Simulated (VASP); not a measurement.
Here is the system:

```xyz
2
Lattice="0.0000 2.9179 2.9179 2.9179 0.0000 2.9179 2.9179 2.9179 0.0000" Properties=species:S:1:pos:R:3 pbc="T T T"
In     0.0000     0.0000     0.0000
P      1.4590     1.4590     1.4590
```

All values below come from HSE06 screened hybrid, VASP's PBE PAW potentials (set 64) (plane waves; VASP). Settings: 520 eV cut-off, 6×6×6 Γ-centred mesh, Gaussian smearing of 0.050 eV, potentials In_d P.

Unless said otherwise, spin-orbit coupling is left out, though it shifts the bands of the heavy elements here.

**Question.** What does the run give for the energy per atom (σ→0), pressure, band gap (on the k-mesh) with the smallest direct gap where there is one?

**Answer.** 
```
Quantity                                      Value
-----------------------------------  --------------
band gap (on the k-mesh)                    1.59 eV
smallest direct gap (on the k-mesh)         1.59 eV
energy per atom (σ→0)                -5.002 eV/atom
pressure                                   2.33 GPa
```

Total energies compare only between runs with the same potentials, cut-off and functional.

The compound is InP in the zinc blende structure. This cell is one point of a volume scan, at 0.94 of the reference volume. The cell's shape comes from a PBE relaxation.
